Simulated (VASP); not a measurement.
Input:

```
SnO
1.0
    3.61174     0.00000     0.00000
    0.00000     3.61174     0.00000
    0.00000     0.00000     4.13096
Sn O
2 2
Direct
  0.50000   0.00000   0.71674
  0.00000   0.50000   0.28326
  0.50000   0.50000   0.00000
  0.00000   0.00000   0.00000
```

Calculation: PBEsol GGA, VASP's PBE PAW potentials (set 64) (plane waves; VASP). Numerical set-up: 620 eV cut-off, 9×9×8 Γ-centred mesh, first-order Methfessel-Paxton smearing of 0.10 eV, potentials Sn_d O.

Energy and stress use the plane-wave basis of the starting cell. Without a dispersion term in the relaxation, distances and binding between the weakly bound layers, chains or molecules are unreliable, and so is what depends on them.

Task: The ions, cell shape and volume at an external pressure of 30.0 GPa are relaxed. What does this cell relax into?

Result: 
```
SnO
1.0
    3.56031     0.00000     0.00000
    0.00000     3.56031     0.00000
    0.00000     0.00000     4.01213
Sn O
2 2
Direct
  0.50000   0.00000   0.70876
  0.00000   0.50000   0.29124
  0.50000   0.50000   0.00000
  0.00000   0.00000   0.00000
```
Space group P4/nmm (129), at a tolerance of 0.03 Å.

Task: How do energy and volume change from the first to the last step?

Result: The energy (σ→0) changes by +116.7 meV/atom and the volume by -5.6 %, in 9 ionic steps.

The compound is SnO in the litharge structure. This run relaxes it under an external pressure of 30 GPa. Symmetry was kept, so distortions that lower it aren't found.
